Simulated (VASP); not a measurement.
Input:

```yaml
crystal:
  lattice:
    - [3.26352, 0.00000, 0.00000]
    - [-1.63176, 2.82629, 0.00000]
    - [0.00000, 0.00000, 5.14173]
  atoms:
    - { symbol: Mg, position: [0.33333, 0.66667, 0.49665] }
    - { symbol: Zn, position: [0.66667, 0.33333, 0.00349] }
    - { symbol: O, position: [0.33333, 0.66667, 0.88322] }
    - { symbol: O, position: [0.66667, 0.33333, 0.38862] }
```

All values below come from PBEsol GGA, VASP's PBE PAW potentials (set 64) (plane waves; VASP). Settings: 520 eV cut-off, 9×9×5 Γ-centred mesh, tetrahedra with Blöchl corrections, potentials Mg Zn O.

Q: Tabulate the total density of states (states/eV per cell) against energy (eV; zero at the valence-band maximum or, without a gap, the Fermi level).

A: 
(E (eV), DOS (states/eV)): (-9.96, 0.00); (-9.60, 0.00); (-9.24, 0.00); (-8.76, 0.00); (-8.40, 0.00); (-8.04, 0.00); (-7.68, 0.00); (-7.20, 0.00); (-6.84, 0.00); (-6.48, 0.00); (-6.12, 0.00); (-5.64, 0.00); (-5.28, 7.57); (-4.92, 7.54); (-4.56, 6.72); (-4.20, 6.76); (-3.72, 3.17); (-3.36, 2.45); (-3.00, 3.41); (-2.64, 1.04); (-2.16, 2.91); (-1.80, 4.68); (-1.44, 3.72); (-1.08, 3.74); (-0.60, 2.65); (-0.24, 1.28); (0.12, 0.00); (0.48, 0.00); (0.84, 0.00); (1.32, 0.00); (1.68, 0.00); (2.04, 0.01); (2.40, 0.05); (2.88, 0.10); (3.24, 0.15); (3.60, 0.22); (3.96, 0.29); (4.44, 0.35); (4.80, 0.41); (5.16, 0.47)
Within 2 eV below the valence-band maximum the largest weight inside VASP's projection spheres is O p, then Zn d.

The structure comes from a computed database's MgZnO2 entry (P3m1); how it stands against other phases isn't given here. It was relaxed first.
